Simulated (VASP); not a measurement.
Given:

```xyz
8
Lattice="-0.0039 4.6122 4.6070 4.6122 -0.0039 4.6070 2.3041 2.3041 0.0000" Properties=species:S:1:pos:R:3 pbc="T T T"
Zr     0.0000     0.0000     0.0000
Zr     2.3061    -0.0019     2.3035
Zr    -0.0019     2.3061     2.3035
C      2.3041     2.3041     2.3452
C      4.5711     2.3413     4.6070
C      2.3413     4.5711     4.6070
C      4.6083     4.6083     6.8689
Nb     2.3041     2.3041     4.6070
```

These are PBEsol GGA, VASP's PBE PAW potentials (set 64) (plane waves; VASP) values and carry that method's errors. Numerical set-up: 520 eV cut-off, Gaussian smearing of 0.050 eV, potentials Zr_sv C Nb_sv.

**Question.** Give the energies of bands 25 to 38 at the high-symmetry points, in eV from the Fermi level.

**Answer.** 
```
band      Γ      Y     C0      Z     A0      T      S      R
----  -----  -----  -----  -----  -----  -----  -----  -----
25    -3.65  -3.67  -3.42  -3.43  -3.53  -3.71  -3.26  -3.38
26    -3.64  -3.18  -3.18  -3.38  -3.47  -3.66  -3.18  -3.24
27    -2.74  -3.14  -2.89  -3.31  -3.12  -2.73  -3.13  -3.15
28    -2.68  -2.92  -2.58  -3.19  -3.00  -2.72  -2.65  -3.02
29    -0.50  -1.86  -2.52  -3.05  -2.76  -2.71  -2.46  -2.83
30    -0.49  -1.22  -2.13  -3.04  -2.72  -2.69  -2.36  -2.49
31     0.09  -1.13  -1.72  -2.97  -1.12  -0.52  -2.25  -2.35
32     0.12  -1.04  -1.67  -2.67  -1.03  -0.45  -2.25  -2.30
33     0.20  -1.04  -0.39   1.54  -0.33  -0.44   0.47   0.51
34     0.46  -0.98   0.06   2.39  -0.14  -0.40   0.98   0.88
35     0.46   1.74   1.23   2.74   2.65   2.62   1.18   0.92
36     0.47   2.27   2.36   2.80   2.72   3.03   1.45   1.08
37     1.83   2.84   2.85   2.83   3.27   3.46   2.15   2.76
38     1.95   3.25   2.91   2.87   3.48   3.49   2.15   3.90
```

It has no gap at this level: it comes out as a metal or semimetal.

The structure was generated: NbZr3C4 was put into an ordered model structure (Cmmm), which need not be its known phase. It was relaxed first. The electron count is odd and the run is not spin-polarised, which forces a metal.
